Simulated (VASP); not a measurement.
Data:

```yaml
crystal:
  lattice:
    - [2.12856, -1.22895, -0.00006]
    - [2.12856, 1.22895, -0.00006]
    - [-1.37998, 0.00000, 3.50303]
  atoms:
    - { symbol: C, position: [0.83336, 0.83336, 0.00005] }
    - { symbol: C, position: [0.16664, 0.16664, 0.99995] }
```

Calculation: r2SCAN meta-GGA, VASP's PBE PAW potentials (set 64) (plane waves; VASP). Settings: 520 eV cut-off, 14×14×9 Γ-centred mesh, tetrahedra with Blöchl corrections, potentials C.

The path is coarsely sampled, so an indirect gap can come out somewhat too large.

### Question
Give the energies of bands 2 to 5 at the high-symmetry points, in eV from the valence-band maximum.

### Answer

```json
[
 {"band": "2", "Γ": "-7.17", "C": "-13.22", "Y2": "-13.96", "M2": "-14.01", "D": "-12.81", "A": "-8.78", "V2": "-14.01"},
 {"band": "3", "Γ": "-3.12", "C": "-10.99", "Y2": "-6.75", "M2": "-6.71", "D": "-10.80", "A": "-3.13", "V2": "-6.71"},
 {"band": "4", "Γ": "-3.12", "C": "-0.53", "Y2": "-2.70", "M2": "-2.17", "D": "-1.19", "A": "-3.13", "V2": "-2.13"},
 {"band": "5", "Γ": "4.16", "C": "0.66", "Y2": "1.58", "M2": "2.14", "D": "1.20", "A": "8.78", "V2": "2.20"}
]
```

The gap is direct, 0.20 eV, from the valence maximum at M2-D at 0.80 to the conduction minimum at M2-D at 0.80.

The structure comes from a computed database's C entry (C2/m); how it stands against other phases isn't given here. It was relaxed first.
